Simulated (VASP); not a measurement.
Output of a VASP run:

OSZICAR:
```
       N       E                     dE             d eps       ncg     rms          rms(c)
DAV:   1     0.526083164675E+03    0.52608E+03   -0.24367E+04   848   0.205E+03
DAV:   2     0.232413164105E+02   -0.50284E+03   -0.48852E+03   873   0.568E+02
DAV:   3    -0.594560293440E+02   -0.82697E+02   -0.80534E+02   977   0.195E+02
DAV:   4    -0.642061480996E+02   -0.47501E+01   -0.47237E+01   976   0.517E+01
DAV:   5    -0.644056729876E+02   -0.19952E+00   -0.19940E+00  1209   0.986E+00    0.133E+01
DAV:   6    -0.577478278754E+02    0.66578E+01   -0.18514E+01  1281   0.407E+01    0.635E+00
DAV:   7    -0.575620761880E+02    0.18575E+00   -0.39923E+00   904   0.911E+00    0.332E+00
DAV:   8    -0.575392480583E+02    0.22828E-01   -0.34560E-01  1167   0.550E+00    0.848E-01
DAV:   9    -0.575341884604E+02    0.50596E-02   -0.69703E-02  1276   0.194E+00    0.164E-01
DAV:  10    -0.575355979746E+02   -0.14095E-02   -0.59679E-03  1072   0.532E-01    0.116E-01
DAV:  11    -0.575362396311E+02   -0.64166E-03   -0.91538E-04   997   0.202E-01    0.321E-02
DAV:  12    -0.575363202697E+02   -0.80639E-04   -0.19723E-04   954   0.131E-01    0.172E-02
DAV:  13    -0.575363328157E+02   -0.12546E-04   -0.20179E-05   877   0.257E-02    0.691E-03
DAV:  14    -0.575363329277E+02   -0.11208E-06   -0.13326E-06   687   0.911E-03
   1 F= -.57536333E+02 E0= -.57536333E+02  d E =-.105534E-15
```

### OUTCAR
```
------------------------ aborting loop because EDIFF is reached ----------------------------------------
  FORCE on cell =-STRESS in cart. coord.  units (eV):
  Direction    XX          YY          ZZ          XY          YZ          ZX
  --------------------------------------------------------------------------------------
  Total        0.0396423      0.0396423      0.0396423      0.0479976      0.0479976      0.0479976
  in kB        0.5030311      0.5030311      0.5030311      0.6090538      0.6090538      0.6090538
  external PRESSURE =       0.5030311 kB  Pullay stress =       0.0000000 kB
  volume of cell :      126.26
      direct lattice vectors                 reciprocal lattice vectors
     5.130622032  0.798341921  0.798341921     0.203432861 -0.027392472 -0.027392472
     0.798341921  5.130622032  0.798341921    -0.027392472  0.203432861 -0.027392472
     0.798341921  0.798341921  5.130622032    -0.027392472 -0.027392472  0.203432861
 POSITION                                       TOTAL-FORCE (eV/Angst)
 -----------------------------------------------------------------------------------
      0.01297      0.01297      0.01297        -0.008520     -0.008520     -0.008520
      1.66886      1.66886      1.66886         0.008520      0.008520      0.008520
      3.62859      3.62859      5.36035        -0.003660     -0.003660     -0.001371
      4.78054      4.78054      3.04878         0.003660      0.003660      0.001371
      3.62859      5.36035      3.62859        -0.003660     -0.001371     -0.003660
      4.78054      3.04878      4.78054         0.003660      0.001371      0.003660
      5.36035      3.62859      3.62859        -0.001371     -0.003660     -0.003660
      3.04878      4.78054      4.78054         0.001371      0.003660      0.003660
 -----------------------------------------------------------------------------------
    total drift:                                0.000000      0.000000      0.000000
  FREE ENERGIE OF THE ION-ELECTRON SYSTEM (eV)
  ---------------------------------------------------
  free  energy   TOTEN  =       -57.5363329277 eV

  energy  without entropy=      -57.5363329277  energy(sigma->0) =      -57.53633293
```
(Selected blocks of OUTCAR.)

File POSCAR:
```
Sn2C6
1
    5.1306220323     0.7983419212     0.7983419212
    0.7983419212     5.1306220323     0.7983419212
    0.7983419212     0.7983419212     5.1306220323
Sn C
2 6
Direct
  0.0019278350   0.0019278350   0.0019278350
  0.2480721650   0.2480721650   0.2480721650
  0.4919454608   0.4919454608   0.8916795674
  0.7580545392   0.7580545392   0.3583204326
  0.4919454608   0.8916795674   0.4919454608
  0.7580545392   0.3583204326   0.7580545392
  0.8916795674   0.4919454608   0.4919454608
  0.3583204326   0.7580545392   0.7580545392
```

Task: Write an INCAR and KPOINTS that could have produced this output.

Result: One answer among several that fit: the input of the run itself, PBE GGA, plane waves, VASP's PBE PAW potentials (set 64).

KPOINTS:
```
Automatic mesh
0
Gamma
4 4 4
0 0 0
```

INCAR:
```
EDIFF = 1E-6
GGA = PE
LASPH = .TRUE.   # aspherical one-centre terms
SIGMA = 0.05   # width (eV)
ALGO = Normal
SYSTEM = Sn2C6
ISMEAR = 0   # Gaussian
LCHARG = .FALSE.
LMAXMIX = 4
NELM = 100   # most electronic steps
PREC = Accurate
LWAVE = .TRUE.
LREAL = .FALSE.
ENCUT = 500
```

POTCAR, in this order: Sn_d C (PBE.64 set). Program: vasp_std.

The structure was generated: Sn2C6 was put into an ordered model structure (R-3m), which need not be its known phase. It was relaxed first, which changed the volume by +59 %.
